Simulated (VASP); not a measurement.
Write the native input for VASP 6.6.1 that does the following.

- Task: relaxation of cell and atoms
- Functional: PBE
- Potentials or basis: VASP PAW PBE potentials, release 64 (Be, Te, Se)
- Cutoff: 520 eV
- k mesh: 5 × 5 × 2
- Occupations: gaussian, width 0.15 eV
- Spin: no spin polarisation
- Further INCAR settings: PREC = Normal; ALGO = Fast; EDIFF = 0.0001; IBRION = 2; EDIFFG = -0.08; NSW = 24; ISIF = 3

The structure of Be3Te2Se lies in POSCAR:

```
Be3Te2Se
1.0
    3.5487749100      0.0000000000      0.0000000000
   -1.7743874500      3.0733292200      0.0000000000
    0.0000000000      0.0000000000      9.0544666400
Be Te Se
3 2 1
Direct
    0.3333333300      0.6666666700      0.7056319700
    0.0000000000      0.0000000000      0.0000000000
    0.6666666700      0.3333333300      0.2943680300
    0.3333333300      0.6666666700      0.1481249900
    0.6666666700      0.3333333300      0.8518750100
    0.0000000000      0.0000000000      0.5000000000
```

The cell was built by a generator and needn't be a form met in nature.

These files were run (other wordings do the same):

INCAR

```
SYSTEM = Be3Te2Se
  PREC = Normal
  ENCUT = 520
  EDIFF = 1E-4
  ISMEAR = 0
  SIGMA = 0.15
  LREAL = .FALSE.
  LASPH = .TRUE.
  NELM = 60
  ALGO = Fast
  ISIF = 3
  LWAVE = .FALSE.
  LCHARG = .FALSE.
  GGA = PE
  IBRION = 2
  NSW = 24
  EDIFFG = -0.08
```

KPOINTS

```
regular mesh
0
G
  5 5 2
  0 0 0
```

Potentials or basis: VASP PAW PBE potentials, release 64 (Be, Te, Se).

Run with:

```console
$ cat potpaw_PBE.64/Be/POTCAR potpaw_PBE.64/Te/POTCAR potpaw_PBE.64/Se/POTCAR > POTCAR
$ mpirun -np 1 vasp_std > vasp.out
```

Results of the run:

- Relaxed volume: 18.00 Å³/atom
- Relaxed cell: a = 3.686 Å, b = 3.686 Å, c = 9.179 Å, α = 90.00°, β = 90.00°, γ = 120.00°
- Space group after relaxing (to 0.05 Å): P-3m1 (No. 164)
- Energy gained by relaxing: 306.6 meV/atom
- Ionic steps: 14
- Pressure after relaxing: -0.4 GPa
- Largest force after relaxing: 0.012 eV/Å
- Band gap on the k mesh: none (metal or under the smearing width)

Caveat: the k mesh is coarse (spacing up to 0.41 Å⁻¹), so the values aren't converged; the relaxation stopped at a loose force limit of 0.08 eV/Å, so its end isn't a converged minimum.

Wall time 86 s on 1 thread of Intel(R) Xeon(R) Platinum 8259CL CPU @ 2.50GHz (Skylake/Cascade Lake) (shared host), peak memory 0.17 GiB.
